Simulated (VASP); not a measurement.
VASP input:

### INCAR
```
SYSTEM = Na2S
PREC = Accurate; ENCUT = 520; LREAL = .FALSE.
LASPH = .TRUE.
EDIFF = 1E-7; NELM = 100; ALGO = Normal
ISMEAR = -5
GGA = CX; LUSE_VDW = .TRUE.; AGGAC = 0.0
ISIF = 2
LWAVE = .FALSE.; LCHARG = .TRUE.; LORBIT = 11
NEDOS = 601
LEFG = .TRUE.
```

**POSCAR**
```
Na2S
4.6334450
  0.0000000000   0.7071067625   0.7071067625
  0.7071067625   0.0000000000   0.7071067625
  0.7071067625   0.7071067625   0.0000000000
Na S
2 1
Cartesian
  0.3535533813   0.3535533813   0.3535533813
  1.0606601438   1.0606601438   1.0606601438
  0.0000000000   0.0000000000   0.0000000000
```

### KPOINTS
```
Automatic mesh
0
Gamma
7 7 7
0 0 0
```

POTCAR, in this order: Na_pv S (PBE.64 set). Program: vasp_std.

Task: Write an equivalent input for Quantum ESPRESSO's pw.x.

Result: One equivalent input (not run):
```
&CONTROL
  calculation = 'scf'
  pseudo_dir = './pseudo'
  outdir = './out'
  tprnfor = .true.
  tstress = .true.
/
&SYSTEM
  ibrav = 0
  nat = 3
  ntyp = 2
  ecutwfc = 88
  occupations = 'tetrahedra'
  input_dft = 'vdw-df-cx'
/
&ELECTRONS
  conv_thr = 7.3e-09
  electron_maxstep = 100
/
ATOMIC_SPECIES
  Na 22.990 Na.upf
  S 32.060 S.upf
CELL_PARAMETERS angstrom
     0.0000000    3.2763403    3.2763403
     3.2763403    0.0000000    3.2763403
     3.2763403    3.2763403   -0.0000000
ATOMIC_POSITIONS crystal
  Na   0.2500000  0.2500000  0.2500000
  Na   0.7500000  0.7500000  0.7500000
  S    0.0000000  0.0000000  0.0000000
K_POINTS automatic
  7 7 7 0 0 0
```
Limits of the translation: the potentials are each code's own (VASP's PAW set, PseudoDojo norm-conserving files in pw.x), so ENCUT and ecutwfc are chosen apart and not converted; conv_thr bounds pw.x's estimated SCF error, while EDIFF bounds the energy change between steps; the field gradients of LEFG aren't asked of the other code.

The compound is Na2S in the antifluorite structure. It was relaxed first.
